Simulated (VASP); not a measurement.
OSZICAR of a VASP run on BAs (zinc blende):

File OSZICAR:
```
       N       E                     dE             d eps       ncg     rms          rms(c)
DAV:   1     0.152168557739E+02    0.15217E+02   -0.43349E+03   760   0.101E+03
DAV:   2    -0.125595646824E+02   -0.27776E+02   -0.26478E+02  1160   0.116E+02
DAV:   3    -0.128881045763E+02   -0.32854E+00   -0.32854E+00   824   0.173E+01
DAV:   4    -0.128885964138E+02   -0.49184E-03   -0.49184E-03  1168   0.720E-01
DAV:   5    -0.128885964856E+02   -0.71852E-07   -0.72071E-07   840   0.652E-03    0.530E+00
DAV:   6    -0.122508512807E+02    0.63775E+00   -0.18082E+00   768   0.707E+00    0.266E+00
DAV:   7    -0.121659032443E+02    0.84948E-01   -0.25847E-01  1056   0.300E+00    0.948E-01
DAV:   8    -0.121557743130E+02    0.10129E-01   -0.21760E-02   824   0.995E-01    0.122E-01
DAV:   9    -0.121559054202E+02   -0.13111E-03   -0.49344E-04   960   0.193E-01    0.688E-02
DAV:  10    -0.121559651656E+02   -0.59745E-04   -0.13306E-04   800   0.790E-02    0.151E-02
DAV:  11    -0.121559674119E+02   -0.22462E-05   -0.35576E-06  1128   0.171E-02    0.140E-02
DAV:  12    -0.121559669812E+02    0.43068E-06   -0.11159E-06   416   0.666E-03
   1 F= -.10557210E+02 E0= -.10557210E+02  d E =-.105572E+02
```

Q: Which electronic solver shows in the log?

A: It is blocked Davidson (ALGO = Normal, or the opening steps of other solvers). The INCAR had ALGO = Normal.

Q: Can the final energy be trusted as converged?

A: Self-consistency was reached. It stopped with EDIFF = 1E-6, NELM = 100, NSW = 40 and EDIFFG = -0.02 after 1 ionic step (PBEsol GGA, plane waves, VASP's PBE PAW potentials (set 64)).

The compound is BAs in the zinc blende structure. It was relaxed first under an external pressure of 10 GPa.
